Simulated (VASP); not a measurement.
Here is the system:

```yaml
crystal:
  lattice:
    - [3.80599, 0.00000, 0.00000]
    - [0.00000, 3.80599, 0.00000]
    - [0.00000, 0.00000, 3.80599]
  atoms:
    - { symbol: Bi, position: [0.00000, 0.00000, 0.00000] }
    - { symbol: Fe, position: [0.50000, 0.50000, 0.50000], spin: 2.6 }
    - { symbol: O, position: [0.00000, 0.50000, 0.50000], spin: 0.1 }
    - { symbol: O, position: [0.50000, 0.50000, 0.00000], spin: 0.1 }
    - { symbol: O, position: [0.50000, 0.00000, 0.50000], spin: 0.1 }
```

The numbers are results of PBEsol GGA, VASP's PBE PAW potentials (set 64) (plane waves; VASP), not measurements. Run with 520 eV cut-off, Gaussian smearing of 0.050 eV, potentials Bi_d Fe O.

The moments were started parallel, and other spin orders were not tried in this run.

Question: Give the spin-up energies of bands 11 to 24 at the high-symmetry points, in eV from the Fermi level.

Answer: 
```tsv
band	Γ	X	M	R
11	-7.12	-6.09	-7.18	-8.53
12	-7.12	-6.09	-5.83	-8.53
13	-3.66	-5.81	-5.83	-8.45
14	-3.66	-5.81	-5.52	-7.16
15	-3.66	-4.06	-5.52	-7.16
16	-3.40	-3.39	-5.09	-2.38
17	-3.40	-3.06	-4.98	-2.38
18	-3.40	-3.06	-2.33	-2.38
19	-3.19	-2.61	-1.52	-2.00
20	-3.19	-2.03	-1.52	-2.00
21	-3.19	-1.72	-1.11	-2.00
22	-2.03	-1.72	-1.03	2.37
23	-2.03	-0.62	1.19	2.37
24	4.32	0.37	2.25	3.93
```

Question: Give the spin-down energies of bands 11 to 24 at the high-symmetry points, in eV from the Fermi level.

Answer: 
```json
[
 {"band": "11", "Γ": "-6.98", "X": "-5.67", "M": "-6.25", "R": "-8.23"},
 {"band": "12", "Γ": "-6.98", "X": "-5.67", "M": "-5.71", "R": "-8.23"},
 {"band": "13", "Γ": "-3.48", "X": "-5.54", "M": "-5.71", "R": "-8.23"},
 {"band": "14", "Γ": "-3.48", "X": "-5.54", "M": "-4.87", "R": "-6.23"},
 {"band": "15", "Γ": "-3.48", "X": "-3.89", "M": "-4.82", "R": "-6.23"},
 {"band": "16", "Γ": "-3.09", "X": "-2.92", "M": "-4.82", "R": "-2.17"},
 {"band": "17", "Γ": "-3.09", "X": "-2.92", "M": "-4.39", "R": "-2.17"},
 {"band": "18", "Γ": "-3.09", "X": "-2.44", "M": "-2.13", "R": "-2.17"},
 {"band": "19", "Γ": "-1.02", "X": "-1.01", "M": "0.48", "R": "0.35"},
 {"band": "20", "Γ": "-1.02", "X": "-0.54", "M": "0.48", "R": "0.35"},
 {"band": "21", "Γ": "-1.02", "X": "0.41", "M": "0.92", "R": "0.35"},
 {"band": "22", "Γ": "0.46", "X": "0.41", "M": "1.19", "R": "4.09"},
 {"band": "23", "Γ": "0.46", "X": "0.46", "M": "1.22", "R": "4.09"},
 {"band": "24", "Γ": "4.39", "X": "2.30", "M": "2.35", "R": "4.11"}
]
```

It has no gap at this level: it comes out as a metal or semimetal.

The structure was generated: FeBiO3 was put into the cubic-perovskite type (Pm-3m), which need not be its known phase. It was relaxed first.
